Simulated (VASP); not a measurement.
```
CELL_PARAMETERS angstrom
     -1.74500     1.74500     1.74500
      1.74500    -1.74500     1.74500
      1.74500     1.74500    -1.74500
ATOMIC_POSITIONS crystal
  Li 0.00000 0.00000 0.00000
```

These are PBEsol GGA, VASP's PBE PAW potentials (set 64) (plane waves; VASP) values and carry that method's errors. Settings: 530 eV cut-off, 13×13×13 Γ-centred mesh, first-order Methfessel-Paxton smearing of 0.10 eV, potentials Li_sv.

Energy and stress use the plane-wave basis of the starting cell.

Question: The ions, cell shape and volume are relaxed. Predict the relaxed structure.

Answer: 
```
CELL_PARAMETERS angstrom
     -1.71297     1.71297     1.71297
      1.71297    -1.71297     1.71297
      1.71297     1.71297    -1.71297
ATOMIC_POSITIONS crystal
  Li 0.00000 0.00000 0.00000
```
Space group Im-3m (229), at a tolerance of 0.03 Å.

Question: How do energy and volume change from the first to the last step?

Answer: The energy (σ→0) changes by -2.6 meV/atom and the volume by -5.4 %, in 4 ionic steps.

The compound is Li in the bcc structure. This run relaxes it. Symmetry was kept, so distortions that lower it aren't found.
